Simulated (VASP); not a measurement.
VASP ran on this input.

File KPOINTS:
```
Automatic mesh
0
Gamma
14 14 14
0 0 0
```

### INCAR
```
# general
SYSTEM  = VGe
PREC    = Accurate
ENCUT   = 400   # plane-wave cut-off (eV)
LREAL   = F
LASPH   = T

# electronic loop
EDIFF   = 1E-7
NELM    = 100   # most electronic steps
ALGO    = Normal   # blocked Davidson
LMAXMIX = 4   # l cut-off of mixed one-centre charges

# smearing
ISMEAR  = -5   # tetrahedra, Bloechl

# functional
GGA     = PS   # PBEsol

# ions
ISIF    = 2

# output
LWAVE   = F
LCHARG  = T
LORBIT  = 11   # lm-projected
NEDOS   = 601   # DOS grid
```

**POSCAR**
```
VGe
4.9455680
  0.0000000000   0.4999999738   0.4999999738
  0.4999999738   0.0000000000   0.4999999738
  0.4999999738   0.4999999738   0.0000000000
Ge V
1 1
Cart
  0.0000000000   0.0000000000   0.0000000000
  0.4999999738   0.4999999738   0.4999999738
```

POTCAR, in this order: Ge_d V_sv (PBE.64 set). Program: vasp_std.

Question: Write an equivalent input for Quantum ESPRESSO's pw.x.

Answer: One equivalent input (not run):
```
&CONTROL
  calculation = 'scf'
  pseudo_dir = './pseudo'
  outdir = './out'
  tprnfor = .true.
  tstress = .true.
/
&SYSTEM
  ibrav = 0
  nat = 2
  ntyp = 2
  ecutwfc = 84
  occupations = 'tetrahedra'
  input_dft = 'pbesol'
/
&ELECTRONS
  conv_thr = 7.3e-09
  electron_maxstep = 100
/
ATOMIC_SPECIES
  Ge 72.630 Ge.upf
  V 50.941 V.upf
CELL_PARAMETERS angstrom
     0.0000000    2.4727839    2.4727839
     2.4727839   -0.0000000    2.4727839
     2.4727839    2.4727839    0.0000000
ATOMIC_POSITIONS crystal
  Ge   0.0000000  0.0000000  0.0000000
  V    0.5000000  0.5000000  0.5000000
K_POINTS automatic
  14 14 14 0 0 0
```
Limits of the translation: the potentials are each code's own (VASP's PAW set, PseudoDojo norm-conserving files in pw.x), so ENCUT and ecutwfc are chosen apart and not converted; conv_thr bounds pw.x's estimated SCF error, while EDIFF bounds the energy change between steps.

The structure was generated: VGe was put into the rocksalt type (Fm-3m), which need not be its known phase. It was relaxed first, which changed the volume by -21 %.
